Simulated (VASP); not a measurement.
Input:

```yaml
crystal:
  lattice:
    - [2.78710, 0.00000, 0.00000]
    - [0.00000, 2.78710, 0.00000]
    - [0.00000, 0.00000, 2.78710]
  atoms:
    - { symbol: Cr, position: [0.00000, 0.00000, 0.00000], spin: 0.7 }
    - { symbol: Cr, position: [0.50000, 0.50000, 0.50000], spin: -0.7 }
```

Calculation: optB88-vdW, VASP's PBE PAW potentials (set 64) (plane waves; VASP). Run with 520 eV cut-off, 13×13×13 Γ-centred mesh, first-order Methfessel-Paxton smearing of 0.10 eV, potentials Cr_pv.

**Question.** Predict the cell moment, energy per atom (σ→0), pressure, band gap (on the k-mesh) with the smallest direct gap where there is one.

**Answer.** 
The band gap (on the k-mesh) is none (metal, semimetal or under 0.01 eV) and the cell moment is 0.00 μB. The energy per atom (σ→0) is -6.371 eV/atom and the pressure is 15.98 GPa.

The compound is Cr in the bcc, AFM order structure. This cell is one point of a volume scan, at 0.94 of the reference volume.
